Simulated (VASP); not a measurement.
VASP input:

POSCAR:
```
NiSi2
1.0
  0.0000000000   2.6802152526   2.6802152526
  2.6802152526   0.0000000000   2.6802152526
  2.6802152526   2.6802152526   0.0000000000
Si Ni
2 1
Cart
  1.3401076263   1.3401076263   1.3401076263
  4.0203228789   4.0203228789   4.0203228789
  0.0000000000   0.0000000000   0.0000000000
```

File KPOINTS:
```
K-points
0
gamma
10 10 10
0 0 0
```

**INCAR**
```
PARAM1  =  0.1833333333
LCHARG  =  .False.
LWAVE  =  .False.
AGGAC  =  0.0
ISMEAR  =  1
SIGMA  =  0.1
ALGO  =  Normal
LUSE_VDW  =  .True.
NELM  =  100
LASPH  =  .True.
PREC  =  Accurate
LREAL  =  .False.
PARAM2  =  0.22
ISIF  =  2   ! forces and stress, cell fixed
ENCUT  =  520   ! plane-wave cut-off (eV)
SYSTEM  =  NiSi2
EDIFF  =  1E-7
LMAXMIX  =  4
GGA  =  BO
```

POTCAR, in this order: Si Ni (PBE.64 set). Program: vasp_std.

Problem. Translate this optB88-vdW calculation to Quantum ESPRESSO's pw.x.

Solution. One equivalent input (not run):
```
&CONTROL
  calculation = 'scf'
  pseudo_dir = './pseudo'
  outdir = './out'
  tprnfor = .true.
  tstress = .true.
/
&SYSTEM
  ibrav = 0
  nat = 3
  ntyp = 2
  ecutwfc = 98
  occupations = 'smearing'
  smearing = 'methfessel-paxton'
  degauss = 0.00735
  input_dft = 'vdw-df-obk8'
/
&ELECTRONS
  conv_thr = 7.3e-09
  electron_maxstep = 100
/
ATOMIC_SPECIES
  Si 28.085 Si.upf
  Ni 58.693 Ni.upf
CELL_PARAMETERS angstrom
     0.0000000    2.6802153    2.6802153
     2.6802153    0.0000000    2.6802153
     2.6802153    2.6802153    0.0000000
ATOMIC_POSITIONS crystal
  Si   0.2500000  0.2500000  0.2500000
  Si   0.7500000  0.7500000  0.7500000
  Ni   0.0000000  0.0000000  0.0000000
K_POINTS automatic
  10 10 10 0 0 0
```
The two are equivalent in intent, not identical: the potentials are each code's own (VASP's PAW set, PseudoDojo norm-conserving files in pw.x), so ENCUT and ecutwfc are chosen apart and not converted; conv_thr bounds pw.x's estimated SCF error, while EDIFF bounds the energy change between steps.

The compound is NiSi2 in the fluorite structure. This cell is one point of a volume scan, at 0.94 of the reference volume.
